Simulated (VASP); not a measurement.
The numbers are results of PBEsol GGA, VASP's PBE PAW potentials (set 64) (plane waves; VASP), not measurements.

A VASP calculation is set up with these files.

### KPOINTS
```
Automatic mesh
0
Gamma
5 5 4
0 0 0
```

File POSCAR:
```
SnSe
1
    5.0147657342     0.0000000000    -0.0000000000
   -2.5073828671     4.3429138172    -0.0000000000
    0.0000000000    -0.0000000000     6.0147152726
Sn Se
2 2
Direct
  0.3333330000   0.6666670000   0.9423072709
  0.6666670000   0.3333330000   0.4423072709
  0.3333330000   0.6666670000   0.4326927291
  0.6666670000   0.3333330000   0.9326927291
```

INCAR:
```
ALGO = Normal
EDIFF = 1E-6
EDIFFG = -0.02
ENCUT = 500
GGA = PS
IBRION = 2
ISIF = 3
ISMEAR = 0
LASPH = .True.
LCHARG = .False.
LMAXMIX = 4
LREAL = .False.
LWAVE = .False.
NELM = 100
NSW = 40
PREC = Accurate
SIGMA = 0.05
SYSTEM = SnSe
```

POTCAR, in this order: Sn_d Se (PBE.64 set). Program: vasp_std.

Output of the run:

OSZICAR:
```
       N       E                     dE             d eps       ncg     rms          rms(c)
DAV:   1     0.344813875433E+03    0.34481E+03   -0.19234E+04   720   0.191E+03
DAV:   2     0.275576764966E+02   -0.31726E+03   -0.31394E+03   736   0.471E+02
DAV:   3    -0.161112245578E+02   -0.43669E+02   -0.42277E+02   944   0.161E+02
DAV:   4    -0.177288176494E+02   -0.16176E+01   -0.16169E+01   736   0.342E+01
DAV:   5    -0.177817042482E+02   -0.52887E-01   -0.52877E-01  1040   0.645E+00    0.465E+00
DAV:   6    -0.173395310689E+02    0.44217E+00   -0.14459E+00   872   0.586E+00    0.283E+00
DAV:   7    -0.173255726238E+02    0.13958E-01   -0.26189E-01   992   0.206E+00    0.125E+00
DAV:   8    -0.173249876706E+02    0.58495E-03   -0.33998E-02   928   0.128E+00    0.155E-01
DAV:   9    -0.173247336893E+02    0.25398E-03   -0.71010E-03   960   0.503E-01    0.712E-02
DAV:  10    -0.173252944970E+02   -0.56081E-03   -0.97122E-04   768   0.146E-01    0.231E-02
DAV:  11    -0.173253917901E+02   -0.97293E-04   -0.14646E-04   976   0.599E-02    0.828E-03
DAV:  12    -0.173254042233E+02   -0.12433E-04   -0.18444E-05   752   0.264E-02    0.324E-03
DAV:  13    -0.173254064701E+02   -0.22467E-05   -0.52983E-06   680   0.121E-02    0.125E-03
DAV:  14    -0.173254065602E+02   -0.90172E-07   -0.68220E-07   600   0.841E-03
   1 F= -.17325407E+02 E0= -.17325407E+02  d E =-.173254E+02
```

File OUTCAR:
```
------------------------ aborting loop because EDIFF is reached ----------------------------------------
  FORCE on cell =-STRESS in cart. coord.  units (eV):
  Direction    XX          YY          ZZ          XY          YZ          ZX
  --------------------------------------------------------------------------------------
  Total        0.0170348      0.0170348      0.0558320      0.0000000      0.0000000      0.0000000
  in kB        0.2083535      0.2083535      0.6828841      0.0000000      0.0000000      0.0000000
  external PRESSURE =       0.3665304 kB  Pullay stress =       0.0000000 kB
  volume of cell :      130.99
      direct lattice vectors                 reciprocal lattice vectors
     5.014765734  0.000000000  0.000000000     0.199411110  0.115130076  0.000000000
    -2.507382867  4.342913817  0.000000000     0.000000000  0.230260153  0.000000000
     0.000000000  0.000000000  6.014715273     0.000000000  0.000000000  0.166258909
 POSITION                                       TOTAL-FORCE (eV/Angst)
 -----------------------------------------------------------------------------------
     -0.00000      2.89528      5.66771         0.000000      0.000000      0.004565
      2.50739      1.44764      2.66035        -0.000000      0.000000      0.004565
     -0.00000      2.89528      2.60252         0.000000     -0.000000     -0.004565
      2.50739      1.44764      5.60988        -0.000000      0.000000     -0.004565
 -----------------------------------------------------------------------------------
    total drift:                               -0.001737      0.001003     -0.000472
  FREE ENERGIE OF THE ION-ELECTRON SYSTEM (eV)
  ---------------------------------------------------
  free  energy   TOTEN  =       -17.3254065602 eV

  energy  without entropy=      -17.3254065602  energy(sigma->0) =      -17.32540656

 reached required accuracy - stopping structural energy minimisation
```
(Selected blocks of OUTCAR.)

The structure was generated: SnSe was put into the wurtzite type (P6_3mc), which need not be its known phase. It was relaxed first, which changed the volume by +22 %.
